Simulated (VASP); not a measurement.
All values below come from optB86b-vdW, VASP's PBE PAW potentials (set 64) (plane waves; VASP).

VASP input:

File KPOINTS:
```
Automatic
0
G
6 6 6
0 0 0
```

**INCAR**
```
AGGAC  =  0.0
ALGO  =  Normal
EDIFF  =  1E-6
EDIFFG  =  -0.02
ENCUT  =  520
GGA  =  MK
IBRION  =  2
ISIF  =  3
ISMEAR  =  0
LASPH  =  .TRUE.
LCHARG  =  .FALSE.
LMAXMIX  =  6
LREAL  =  .FALSE.
LUSE_VDW  =  .TRUE.
LWAVE  =  .FALSE.
NELM  =  100
NSW  =  60
PARAM1  =  0.1234
PARAM2  =  1.0
PREC  =  Accurate
SIGMA  =  0.05
SYSTEM  =  CeO2
```

### POSCAR
```
CeO2
1.0
  0.0000000000   2.7178404487   2.7178404487
  2.7178404487   0.0000000000   2.7178404487
  2.7178404487   2.7178404487   0.0000000000
Ce O
1 2
Cartesian
  0.0000000000   0.0000000000   0.0000000000
  1.3589202244   1.3589202244   1.3589202244
  4.0767606730   4.0767606730   4.0767606730
```

POTCAR, in this order: Ce O (PBE.64 set). Program: vasp_std.

Output

File OSZICAR:
```
       N       E                     dE             d eps       ncg     rms          rms(c)
DAV:   1     0.241623286953E+03    0.24162E+03   -0.11708E+04   520   0.203E+03
DAV:   2     0.175615345864E+02   -0.22406E+03   -0.21201E+03   752   0.313E+02
DAV:   3    -0.241655483142E+02   -0.41727E+02   -0.35523E+02   648   0.154E+02
DAV:   4    -0.261128531227E+02   -0.19473E+01   -0.19469E+01   832   0.369E+01
DAV:   5    -0.262025213038E+02   -0.89668E-01   -0.89660E-01   816   0.696E+00    0.301E+01
DAV:   6    -0.241747596758E+02    0.20278E+01   -0.95851E+01   752   0.595E+01    0.278E+01
DAV:   7    -0.227568709991E+02    0.14179E+01   -0.19499E+02   776   0.131E+02    0.213E+01
DAV:   8    -0.220612021498E+02    0.69567E+00   -0.37624E+00   632   0.210E+01    0.142E+01
DAV:   9    -0.207204973406E+02    0.13407E+01   -0.64829E+00   760   0.213E+01    0.195E+00
DAV:  10    -0.206802674263E+02    0.40230E-01   -0.25119E-01   928   0.430E+00    0.132E+00
DAV:  11    -0.206569415348E+02    0.23326E-01   -0.41409E-02   720   0.201E+00    0.115E+00
DAV:  12    -0.206319648324E+02    0.24977E-01   -0.91100E-02   688   0.267E+00    0.642E-01
DAV:  13    -0.206336602643E+02   -0.16954E-02   -0.11088E-01   800   0.314E+00    0.828E-01
DAV:  14    -0.206298897824E+02    0.37705E-02   -0.51793E-02   752   0.216E+00    0.126E-01
DAV:  15    -0.206298261682E+02    0.63614E-04   -0.18116E-03   792   0.406E-01    0.428E-02
DAV:  16    -0.206298216561E+02    0.45121E-05   -0.47461E-04   728   0.144E-01    0.401E-02
DAV:  17    -0.206298266422E+02   -0.49861E-05   -0.68093E-05   776   0.726E-02    0.281E-02
DAV:  18    -0.206298167355E+02    0.99067E-05   -0.40894E-05   840   0.595E-02    0.864E-03
DAV:  19    -0.206298146732E+02    0.20623E-05   -0.95910E-06   656   0.303E-02    0.295E-03
DAV:  20    -0.206298145792E+02    0.93952E-07   -0.27360E-07   352   0.597E-03
   1 F= -.20629815E+02 E0= -.20629815E+02  d E =-.206298E+02
```

File OUTCAR:
```
------------------------ aborting loop because EDIFF is reached ----------------------------------------
  FORCE on cell =-STRESS in cart. coord.  units (eV):
  Direction    XX          YY          ZZ          XY          YZ          ZX
  --------------------------------------------------------------------------------------
  Total        0.0074265      0.0074265      0.0074265      0.0000000      0.0000000      0.0000000
  in kB        0.2963432      0.2963432      0.2963432      0.0000000      0.0000000      0.0000000
  external PRESSURE =       0.2963432 kB  Pullay stress =       0.0000000 kB
  volume of cell :       40.15
      direct lattice vectors                 reciprocal lattice vectors
     0.000000000  2.717840449  2.717840449    -0.183969593  0.183969593  0.183969593
     2.717840449  0.000000000  2.717840449     0.183969593 -0.183969593  0.183969593
     2.717840449  2.717840449  0.000000000     0.183969593  0.183969593 -0.183969593
 POSITION                                       TOTAL-FORCE (eV/Angst)
 -----------------------------------------------------------------------------------
      0.00000      0.00000      0.00000         0.000000     -0.000000     -0.000000
      1.35892      1.35892      1.35892         0.000000      0.000000      0.000000
      4.07676      4.07676      4.07676        -0.000000     -0.000000     -0.000000
 -----------------------------------------------------------------------------------
    total drift:                                0.000000     -0.000000      0.000000
  FREE ENERGIE OF THE ION-ELECTRON SYSTEM (eV)
  ---------------------------------------------------
  free  energy   TOTEN  =       -20.6298145792 eV

  energy  without entropy=      -20.6298145792  energy(sigma->0) =      -20.62981458

 reached required accuracy - stopping structural energy minimisation
```
(Selected blocks of OUTCAR.)

The compound is CeO2 in the fluorite structure. It was relaxed first. The start is the result of an earlier pass. The run is not spin-polarised, so no magnetic state was tried.
